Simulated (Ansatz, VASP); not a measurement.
**Hf (Hf strained to the junction's net) in two plane-wave programs**

Aim: how closely do two programs agree when they are given the same cell, functional and k mesh? The structure shown is the end of the Ansatz relaxation below.

Program: Ansatz 0.2.0. Level of theory: plane waves, with VASP 6.6.1 beside it; single point at PBE. Results are calculated unless marked as measured.

## Step 1: Set-up

The structure is hexagonal, space group P6_3/mmc (No. 194). The conventional cell has a = 3.199 Å, b = 3.199 Å, c = 5.080 Å, α = 90.00°, β = 90.00°, γ = 120.00°. Nearest to Hf lie 12 Hf at 3.14 to 3.20 Å.

## Step 2: Ansatz: relaxation, PBE

Ansatz runs on its default PAW (the set named soft_2) files.

This run makes the geometry at which the two programs are then compared.

Input file input.yaml:

```yaml
crystal:
  lattice:
    - [3.199, 0.0, 0.0]
    - [-1.5995, 2.7704152667, 0.0]
    - [0.0, 0.0, 5.0511046875]
  atoms:
    - { symbol: Hf, position: [0.0, 0.0, 0.0] }
    - { symbol: Hf, position: [0.3333333333, 0.6666666667, 0.5] }
kpoints:
  mp_grid: { grid: [12, 12, 6] }
scf:
  occupations: { method: fermi_dirac, width: 0.1 }
  max_iter: 150
hamiltonian:
  xc: pbe
relax:
  f_tol: 0.01
  max_steps: 40
  cell: { fix: [a, b, angles] }
```

Run with:

```console
ansatz run input.yaml --threads 4 --pin off --max-ram 10240MiB --backend cpu --events-out ev --progress --plain --runs-dir out
```

Numbers of over 12 decimals in the logs are rounded to 6 here.

What it wrote:

```text
Engine: ansatz 0.2.0, aarch64-unknown-linux-gnu
Pseudopotentials: kind: paw
Pseudopotential: Hf, paw, valence charge 26, recommended cutoff 420 eV (normal), Hf.paw.azcp
Functional definition: PBE
  parameter kappa = 0.804
  parameter beta = 0.066725
  exchange = pbe_x(kappa = kappa, mu = beta*pi^2/3)
  correlation = pbe_c(beta = beta)
Crystal: 2 atoms, lattice volume = 44.766 Å³
Basis set: ecut = 420 eV, 881 PW (Γ), exchange–correlation on 48×48×72 points (8 copies of the dense FFT grid, shifted against one another)
Bands: 32, of which v1, the nominal top of the filled ones, is band 26 counted from 1 (25 counted from 0)
Symmetry: 24 space group operations
Space group: P63/mmc (ITA 194), of the structure as read, at distance tolerance 3.6e-5 Å
k-points: 76 of 864
Non-local potential: Hf, projectors of the file, l = 0: 3, l = 1: 2, l = 2: 2, l = 3: 3
PAW form: soft (Blöchl's): semilocal exchange-correlation on the pseudo side does not see the compensation charge
PAW one-centre angular grid: Hf, 590 points (default); XC on 64 Gauss nodes
Initial density: superposition of atomic densities (neutral atoms: chi_scale 0, normalization atom), corrected by the library's trained network
Initial wavefunctions: pseudopotential atomic-orbital guess
Functional: x = pbe(κ = 0.804, μ = 0.219515), c = pbe(β = 0.066725)
SCF iter   1: F=—  HF=-31442.749085 eV  |F-HF|=—  |Δ(HF+E_count)|=         —  Δρ=2.87e-3  dr2=1.78e-3  ethr=1.77e-3  ⟨swp⟩=4.4  Hψ=7982  notcnv=0
preconditioner: auto → Kerker (q_TF=auto, 2.797 Å⁻¹)  [metal: Δε(μ)=0.016 eV  Ē_g=17.571 eV  σ=0.100 eV  W_gap=0.04  n_scr=22 (ndim 8)  ℏωp=38.5 eV  f_vac=0.000  D(μ)=1.67/eV (n_scr^D=22)]
SCF iter   2: F=—  HF=-31442.749395 eV  |F-HF|=—  |Δ(HF+E_count)|=   3.11e-4  Δρ=1.81e-3  dr2=7.81e-4  ethr=3.42e-6  ⟨swp⟩=2.5  Hψ=4765  notcnv=0
SCF iter   3: F=—  HF=-31442.749614 eV  |F-HF|=—  |Δ(HF+E_count)|=   2.19e-4  Δρ=2.84e-4  dr2=3.24e-5  ethr=1.50e-6  ⟨swp⟩=3.0  Hψ=4401  notcnv=0
SCF iter   4: F=—  HF=-31442.749630 eV  |F-HF|=—  |Δ(HF+E_count)|=   1.56e-5  Δρ=1.54e-4  dr2=5.85e-6  ethr=6.24e-8  ⟨swp⟩=2.0  Hψ=4427  notcnv=0
SCF iter   5: F=—  HF=-31442.749628 eV  |F-HF|=—  |Δ(HF+E_count)|=   1.83e-6  Δρ=5.34e-5  dr2=6.93e-7  ethr=1.12e-8  ⟨swp⟩=2.1  Hψ=3809  notcnv=0
SCF iter   6: F=-31442.749629 eV  HF=-31442.749629 eV  |F-HF|=1.05e-8  |Δ(HF+E_count)|=   4.43e-7  Δρ=1.28e-5  dr2=3.76e-8  ethr=1.92e-10  ⟨swp⟩=5.3  Hψ=10579  notcnv=0
SCF 1 converged in 6 iterations: F = -31442.749629 eV  dr2 = 3.76e-8
  greatest PAW one-centre occupation: 0.998 electrons in one spin orbital (limit 2), on the Hf atom at site 1 (counted from 0), in its partial waves of l = 0
relax step   1: F+E_penalty+E_count = -31442.74962858 eV  Δ(F+E_penalty+E_count) = +0.000e0 eV  max|allowed force component| = 2.961e-16 eV/Å  Δτ_max = 0.0000 Å  P = +0.829 GPa  Ω = 44.766 Å³  fix = [a, b, alpha, beta, gamma]  reactions: a +0.694, b +0.694 GPa  (6 SCF iters, dr2 threshold 1.00e-7 eV, accepted)
[...]
relax step   2: F+E_penalty+E_count = -31442.74979922 eV  Δ(F+E_penalty+E_count) = -1.706e-4 eV  max|allowed force component| = 2.498e-16 eV/Å  Δτ_max = 0.0000 Å  P = -0.287 GPa  Ω = 45.220 Å³  energy of the carried Pulay correction = -1.264e-4 eV  fix = [a, b, alpha, beta, gamma]  reactions: a +0.007, b +0.007 GPa  (5 SCF iters, dr2 threshold 2.00e-7 eV, accepted)
[...]
relax step   3: F+E_penalty+E_count = -31442.75041308 eV  Δ(F+E_penalty+E_count) = -6.139e-4 eV  max|allowed force component| = 2.220e-16 eV/Å  Δτ_max = 0.0000 Å  P = +0.200 GPa  Ω = 45.019 Å³  energy of the carried Pulay correction = -7.060e-5 eV  fix = [a, b, alpha, beta, gamma]  reactions: a +0.306, b +0.306 GPa  (4 SCF iters, dr2 threshold 2.00e-7 eV, accepted)
[...]
relax step   4: F+E_penalty+E_count = -31442.75048333 eV  Δ(F+E_penalty+E_count) = -7.024e-5 eV  max|allowed force component| = 2.220e-16 eV/Å  Δτ_max = 0.0000 Å  P = +0.200 GPa  Ω = 45.019 Å³  fix = [a, b, alpha, beta, gamma]  reactions: a +0.306, b +0.306 GPa  stress off target by 1.15e-2 GPa on what of the cell is left free  SCF on the basis re-selected at this cell (its energy is not comparable with the rows above)  (6 SCF iters)
basis re-selected at this cell: Δ(F+E_penalty+E_count) = -7.024e-5 eV, ΔP = +0.000 GPa vs the last step (what re-selecting the basis moved, of the pressure what is left beyond the Pulay correction that the steps carried, after the strain that the cell walked since its last selection, with what the two solves' SCF thresholds leave and, on support functions, any second-order correction that the steps lacked; it is no m [...]
SCF converged after 6 iterations
Free energy (F): -31442.750483 eV
Harris-Foulkes:  -31442.750483 eV  (|F-HF|=7.28e-12)
Internal energy: -31442.693114 eV  (E = F + TS)
E sigma→0 (E₀):  -31442.721799 eV
Entropy (-TS):   -0.057369 eV (-28.684 meV/atom)
Fermi energy:    19.756782 eV
--- Per-component energies (eV) ---
  E_band       = 65.033260
  E_kinetic    = 848.062838
  E_local      = -10174.850830  (includes V_loc(G=0)·N_el)
  E_nonlocal   = -2488.737306
  E_hartree    = 4784.451491
  E_xc         = -600.166990
  E_vxc        = -532.304451  (∫ρ·V_xc dr)
  E_paw        = -13855.549463  (= ΣΔE_a)
  E_vpaw       = 2843.959927  (= ΣTr[D̂ρ^β])
  E_aug_tail   = -0.000002  (compensation charges beyond the density's cutoff)
  E_ewald      = -9955.902852
  E_smearing   = -0.057369  (= −TS)
  E_closure    = -0.000000  (closes the sum)
  Σ components = -31442.750483   (vs F -31442.750483, Δ=0.00e0)
--- Forces (eV/Å), atoms counted from 1 ---
  atom   1  Hf     0.00000000    -0.00000000    -0.00000000
  atom   2  Hf    -0.00000000     0.00000000     0.00000000
  max |Σ_I F_I| component: 3.70e-17 eV/Å
--- Stress (GPa, compression-positive) ---
        0.306005       0.000000       0.000000
        0.000000       0.306005      -0.000000
        0.000000      -0.000000      -0.011540
  P = ⅓ Tr σ = 0.2002 GPa (2.002 kbar)
--- Relaxed structure (3 steps of the walk, 3 accepted, 1 SCFs on fresh bases) ---
  F+E_penalty+E_count = -31442.75048333 eV   max|allowed force component| = 2.220e-16 eV/Å   (the final SCF, on the basis selected at the relaxed cell)
  cell:  # Å, volume = 45.0190 Å³
    - [3.199000, 0, 0]
    - [-1.599500, 2.770415, 0]
    - [0, 0, 5.079681]
  atoms:
    - { symbol: Hf, position: [9.25185853962003e-18, -5.088522196306341e-17, 0] }
    - { symbol: Hf, position: [0.333333, 0.666667, 0.500000] }
```

## Step 3: VASP: single point, PBE

The same cell, functional, mesh and smearing now go to VASP, with its own data sets.

Lines of VASP's logs that name or quote its potential files are left out, and so is its time.

Input file INCAR:

```
SYSTEM = Hf
PREC = Accurate
ENCUT = 500
EDIFF = 1E-06
NELM = 120
ISMEAR = -1
SIGMA = 0.1
LREAL = .FALSE.
ALGO = Normal
GGA = PE
NBANDS = 16
LASPH = .TRUE.
LORBIT = 11
LWAVE = .FALSE.
LCHARG = .FALSE.
ISIF = 2
GGA_COMPAT = .FALSE.
```

Input file POSCAR:

```
Hf
1.0
    3.1990000000      0.0000000000      0.0000000000
   -1.5995000000      2.7704152667      0.0000000000
    0.0000000000      0.0000000000      5.0796807292
Hf
2
Direct
    0.0000000000      0.0000000000      0.0000000000
    0.3333333333      0.6666666667      0.5000000000
```

Input file KPOINTS:

```
Automatic mesh
0
Gamma
12 12 6
0 0 0
```

PAW data sets: Hf_pv (PBE family, release 64).

Run with:

```console
mpirun -np 1 vasp_std
```

What it wrote:

```text
[banner, memory and clock lines left out]
running    1 mpi-ranks, on    1 nodes
 distrk:  each k-point on    1 cores,    1 groups
 distr:  one band on    1 cores,    1 groups

 POSCAR found type information on POSCAR Hf
 POSCAR found :  1 types and       2 ions
 LDA part: xc-table for (Slater+PW92), standard interpolation
 POSCAR, INCAR and KPOINTS ok, starting setup
 FFT: planning ... GRIDC
 FFT: planning ... GRID_SOFT
 FFT: planning ... GRID
 WAVECAR not read
 entering main loop
       N       E                     dE             d eps       ncg     rms          rms(c)
DAV:   1     0.478390045310E+02    0.47839E+02   -0.10835E+04  2432   0.114E+03
DAV:   2    -0.189177887965E+02   -0.66757E+02   -0.65430E+02  3240   0.250E+02
DAV:   3    -0.205830609815E+02   -0.16653E+01   -0.16569E+01  3272   0.270E+01
DAV:   4    -0.205961557530E+02   -0.13095E-01   -0.13092E-01  2976   0.299E+00
DAV:   5    -0.205963395766E+02   -0.18382E-03   -0.18379E-03  3296   0.285E-01    0.649E+01
DAV:   6    -0.200685703415E+02    0.52777E+00   -0.50303E-01  2880   0.482E+00    0.384E+01
DAV:   7    -0.198863213630E+02    0.18225E+00   -0.84788E-01  2960   0.599E+00    0.184E+00
DAV:   8    -0.198758370839E+02    0.10484E-01   -0.54972E-02  2808   0.160E+00    0.372E-01
DAV:   9    -0.198759428505E+02   -0.10577E-03   -0.11425E-03  3376   0.252E-01    0.196E-01
DAV:  10    -0.198759282404E+02    0.14610E-04   -0.57286E-05  2824   0.534E-02    0.224E-01
DAV:  11    -0.198759320940E+02   -0.38536E-05   -0.59317E-06  3192   0.191E-02    0.115E-02
DAV:  12    -0.198759321366E+02   -0.42561E-07   -0.40735E-07  1752   0.462E-03
   1 F= -.19875932E+02 E0= -.19847226E+02  d E =-.574121E-01
```

From OUTCAR (step 3):

```text
ion  position               nearest neighbor table
   1  0.000  0.000  0.000-   2 3.14   2 3.14   2 3.14   2 3.14   2 3.14   2 3.14
   2  0.333  0.667  0.500-   1 3.14   1 3.14   1 3.14   1 3.14   1 3.14   1 3.14

  LATTYP: Found a hexagonal cell.
 ALAT       =     3.1990000000
 C/A-ratio  =     1.5878964455

 Subroutine GETGRP returns: Found 24 space group operations
 (whereof 12 operations were pure point group operations)

The static configuration has the point symmetry D_3h.
 The point group associated with its full space group is D_6h.

 Found     76 irreducible k-points:

   k-points           NKPTS =     76   k-points in BZ     NKDIM =     76   number of bands    NBANDS=     16

   dimension x,y,z NGX =    24 NGY =   24 NGZ =   40
   dimension x,y,z NGXF=    48 NGYF=   48 NGZF=   80

   ENCUT  =  500.0 eV  36.75 Ry    6.06 a.u.   5.83  5.83  9.26*2*pi/ulx,y,z

   NELECT =      20.0000    total number of electrons

 k-points in reciprocal lattice and weights: Automatic mesh
   0.00000000  0.00000000  0.00000000       0.001
   0.08333333  0.00000000  0.00000000       0.007
   0.16666667  0.00000000  0.00000000       0.007
   0.25000000 -0.00000000  0.00000000       0.007
   0.33333333  0.00000000  0.00000000       0.007
   0.41666667  0.00000000  0.00000000       0.007
   0.50000000 -0.00000000  0.00000000       0.003
   0.08333333  0.08333333  0.00000000       0.007
   0.16666667  0.08333333  0.00000000       0.014
[...]
0.33333333  0.25000000  0.50000000       0.014
   0.33333333  0.33333333  0.50000000       0.002

 average (electrostatic) potential at core
       1 -37.4485       2 -37.4485

 E-fermi :   4.8612

 k-point     1 :       0.0000    0.0000    0.0000
  band No.  band energies     occupation
    ...
      4     -25.3515      2.00000
      5     -25.3475      2.00000
      6     -25.3475      2.00000
      7      -2.4845      2.00000
      8       1.1757      2.00000
      9       5.4680      0.00462
     10       6.0623      0.00001
     11       6.0623      0.00001
     12       6.2978      0.00000
     13       6.8670      0.00000
    ...

 k-point     2 :       0.0833    0.0000    0.0000
  band No.  band energies     occupation
    ...
      4     -25.3874      2.00000
      5     -25.3595      2.00000
      6     -25.3527      2.00000
      7      -2.2756      2.00000
      8       1.3825      2.00000
      9       5.2002      0.06520
     10       5.5605      0.00183
     11       6.2592      0.00000
     12       6.6036      0.00000
     13       6.7176      0.00000
    ...

 k-point     3 :       0.1667    0.0000    0.0000
  band No.  band energies     occupation
    ...
      6     -25.3678      2.00000
      7      -1.6793      2.00000
      8       1.9347      2.00000
      9       4.5558      1.90993
     10       4.8708      0.95178
     11       6.1003      0.00001
     12       6.7883      0.00000
     13       6.8393      0.00000
     14       6.8957      0.00000
     15       7.2342      0.00000
    ...

  Total       -0.0289999     -0.0289999     -0.1470817      0.0000000      0.0000000     -0.0000000
  in kB       -1.0320741     -1.0320741     -5.2344809      0.0000000      0.0000000     -0.0000000
  external PRESSURE =      -2.4328763 kB  Pullay stress =       0.0000000 kB

  energy-cutoff  :      500.00
  volume of cell :       45.02
      direct lattice vectors                 reciprocal lattice vectors
     3.199000000  0.000000000  0.000000000     0.312597687  0.180478359  0.000000000
    -1.599500000  2.770415267  0.000000000     0.000000000  0.360956717  0.000000000
     0.000000000  0.000000000  5.079680729     0.000000000  0.000000000  0.196862766

 POSITION                                       TOTAL-FORCE (eV/Angst)
 -----------------------------------------------------------------------------------
      0.00000      0.00000      0.00000        -0.000000      0.000000      0.000000
     -0.00000      1.84694      2.53984         0.000000     -0.000000      0.000000
 -----------------------------------------------------------------------------------
    total drift:                                0.000000     -0.000000     -0.000000

  FREE ENERGIE OF THE ION-ELECTRON SYSTEM (eV)
  ---------------------------------------------------
  free  energy   TOTEN  =       -19.8759321366 eV

  energy  without entropy=      -19.8185200167  energy(sigma->0) =      -19.84722608

 total charge
# of ion       s       p       d       tot
------------------------------------------
    1        0.392   6.385   1.539   8.316
    2        0.392   6.385   1.539   8.316
--------------------------------------------------
tot          0.784  12.769   3.078  16.631

[... 3 further parts left out ...]
```

The run ends at a pressure of -0.24 GPa.

## Step 4: Differences

Known differences besides the potentials themselves: the data sets hold 52 valence electrons in Ansatz (on its default PAW (the set named soft_2) files) and 20 in VASP; the cutoff is 420 eV in Ansatz and 500 eV in VASP; Ansatz's pressure holds a Pulay correction, VASP's none. Total energies have different zeros and are not compared.

Both answers:

| quantity | Ansatz | VASP | difference |
| --- | --- | --- | --- |
| pressure (GPa) | 0.20 | -0.24 | +0.44 |

## Step 5: Summary of results

```json
{
 "difference in pressure (single point, PBE)": "0.44 GPa"
}
```

**Reading.** The difference in pressure is 0.44 GPa (single point, PBE), within the 1 GPa picked in this series as the mark of a large difference. The data sets hold unlike numbers of valence electrons (52 in Ansatz and 20 in VASP), so part of the differences comes from the potentials. Such differences can come from data sets, numerical settings and the points named under the comparisons, not from the functional's error against experiment.

[Lines on the potential files, build, host, timing and source positions are cut from VASP's logs without a mark.]

[Logs are printed without paths, hosts, clocks, repeated set-up lines and the standing remarks that a program may print on its own settings, such as how far it seeks lower states.]

[Hosts, paths, dates, database ids (printed as entryN), source tags and the programs' standing remarks are cut or masked in the printed files.]
